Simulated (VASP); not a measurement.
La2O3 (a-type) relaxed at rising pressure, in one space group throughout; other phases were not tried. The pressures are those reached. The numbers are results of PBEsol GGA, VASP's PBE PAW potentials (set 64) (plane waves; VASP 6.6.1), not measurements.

| P (GPa) | V (Å³/atom) | k-mesh |
|---|---|---|
| -0.16 | 15.947 | 7×7×4 |
| 5.08 | 15.305 | 7×7×4 |
| 9.99 | 14.786 | 7×7×4 |
| 19.99 | 13.925 | 7×7×4 |
| 30.04 | 13.277 | 7×7×4 |

A change of mesh leaves a small step in the series.

Task: Fit an equation of state and predict the volume at 45.10 GPa.

Result: Least squares on the third-order Birch-Murnaghan form, P = (3B0/2)(y⁷ − y⁵)[1 + (3/4)(B′ − 4)(y² − 1)] with y = (V0/V)^(1/3), gives V0 = 15.935 Å³/atom, B0 = 114 GPa and B′ = 4.0, and so 12.496 Å³/atom. The run gave 12.542 Å³/atom, +0.4 % from the fit.

Pressures at which the relaxation failed are left out.

The compound is La2O3 in the a-type structure.
